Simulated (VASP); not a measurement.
All values below come from RPBE GGA, VASP's PBE PAW potentials (set 64) (plane waves; VASP 6.6.1).

The input files of a VASP run:

**KPOINTS**
```
Automatic mesh
0
Gamma
11 11 11
0 0 0
```

**INCAR**
```
ALGO  =  Normal
EDIFF  =  1E-7
ENCUT  =  520
GGA  =  RP
ISIF  =  2
ISMEAR  =  1
LASPH  =  .True.
LCHARG  =  .False.
LREAL  =  .False.
LWAVE  =  .False.
NELM  =  100
PREC  =  Accurate
SIGMA  =  0.1
SYSTEM  =  Ca
```

POSCAR:
```
Ca
1
    0.0000000000     2.7531265438     2.7531265438
    2.7531265438     0.0000000000     2.7531265438
    2.7531265438     2.7531265438     0.0000000000
Ca
1
Direct
  0.0000000000   0.0000000000   0.0000000000
```

POTCAR, in this order: Ca_sv (PBE.64 set). Program: vasp_std.

Output of the run:

**OSZICAR**
```
       N       E                     dE             d eps       ncg     rms          rms(c)
DAV:   1     0.641347008406E+02    0.64135E+02   -0.50848E+03  1008   0.100E+03
DAV:   2    -0.303692793133E+00   -0.64438E+02   -0.64114E+02  1055   0.230E+02
DAV:   3    -0.169614363726E+01   -0.13925E+01   -0.13819E+01  1579   0.349E+01
DAV:   4    -0.174217815231E+01   -0.46035E-01   -0.46020E-01  1455   0.491E+00
DAV:   5    -0.174299043504E+01   -0.81228E-03   -0.81155E-03  1669   0.448E-01    0.225E+00
DAV:   6    -0.173656954765E+01    0.64209E-02   -0.14574E-02  1267   0.151E+00    0.139E+00
DAV:   7    -0.173590953325E+01    0.66001E-03   -0.21065E-02  1242   0.199E+00    0.113E-01
DAV:   8    -0.173535599236E+01    0.55354E-03   -0.26605E-03  1235   0.562E-01    0.220E-02
DAV:   9    -0.173537595263E+01   -0.19960E-04   -0.14488E-04  1560   0.101E-01    0.100E-02
DAV:  10    -0.173537676165E+01   -0.80902E-06   -0.10418E-05  1288   0.371E-02    0.112E-03
DAV:  11    -0.173537609771E+01    0.66394E-06   -0.70296E-07  1630   0.819E-03    0.348E-04
DAV:  12    -0.173537601605E+01    0.81655E-07   -0.29382E-08   861   0.129E-03
   1 F= -.17353760E+01 E0= -.17352152E+01  d E =-.482543E-03
```

File OUTCAR:
```
------------------------ aborting loop because EDIFF is reached ----------------------------------------
  FORCE on cell =-STRESS in cart. coord.  units (eV):
  Direction    XX          YY          ZZ          XY          YZ          ZX
  --------------------------------------------------------------------------------------
  Total        0.2884589      0.2884589      0.2884589      0.0000000     -0.0000000      0.0000000
  in kB       11.0735279     11.0735279     11.0735279      0.0000000     -0.0000000      0.0000000
  external PRESSURE =      11.0735279 kB  Pullay stress =       0.0000000 kB
  volume of cell :       41.74
      direct lattice vectors                 reciprocal lattice vectors
     0.000000000  2.753126544  2.753126544    -0.181611703  0.181611703  0.181611703
     2.753126544  0.000000000  2.753126544     0.181611703 -0.181611703  0.181611703
     2.753126544  2.753126544  0.000000000     0.181611703  0.181611703 -0.181611703
 POSITION                                       TOTAL-FORCE (eV/Angst)
 -----------------------------------------------------------------------------------
      0.00000      0.00000      0.00000         0.000000      0.000000      0.000000
 -----------------------------------------------------------------------------------
    total drift:                               -0.000000     -0.000000     -0.000000
  FREE ENERGIE OF THE ION-ELECTRON SYSTEM (eV)
  ---------------------------------------------------
  free  energy   TOTEN  =        -1.7353760161 eV

  energy  without entropy=       -1.7348934730  energy(sigma->0) =       -1.73521517
```
(Selected blocks of OUTCAR.)

### OUTCAR
```
 val. band max:        2.0245462926   @ k =  -0.4545   0.1818   0.0000

 cond. band min:       2.1188226034   @ k =  -0.3636   0.3636   0.0909


 Fermi energy:         2.1094781867

 k-point     1 :       0.0000    0.0000    0.0000
  band No.  band energies     occupation
      1     -39.9983      2.00000
      2     -20.8550      2.00000
      3     -20.8550      2.00000
      4     -20.8550      2.00000
      5      -1.9247      2.00000
      6       4.5168      0.00000
      7       4.5168      0.00000
      8       4.5168      0.00000
      9       5.5979      0.00000

 k-point     2 :       0.0909    0.0000    0.0000
  band No.  band energies     occupation
      1     -39.9972      2.00000
      2     -20.8664      2.00000
      3     -20.8565      2.00000
      4     -20.8565      2.00000
      5      -1.7826      2.00000
      6       4.3607      0.00000
      7       4.5698      0.00000
      8       4.5698      0.00000
      9       5.5516      0.00000

 k-point     3 :       0.1818    0.0000    0.0000
  band No.  band energies     occupation
      1     -39.9942      2.00000
      2     -20.8968      2.00000
      3     -20.8607      2.00000
      4     -20.8607      2.00000
      5      -1.3677      2.00000
      6       3.9605     -0.00000
      7       4.6606      0.00000
      8       4.6606      0.00000
      9       5.5077      0.00000

 k-point     4 :       0.2727    0.0000    0.0000
  band No.  band energies     occupation
      1     -39.9903      2.00000
      2     -20.9362      2.00000
      3     -20.8662      2.00000
      4     -20.8662      2.00000
      5      -0.7165      2.00000
      6       3.4268     -0.00000
      7       4.6262      0.00000
      8       4.6262      0.00000
      9       5.6703      0.00000

 k-point     5 :       0.3636    0.0000    0.0000
  band No.  band energies     occupation
      1     -39.9867      2.00000
      2     -20.9722      2.00000
      3     -20.8712      2.00000
...
```

The compound is Ca in the fcc structure. This cell is one point of a volume scan, at 0.94 of the reference volume.
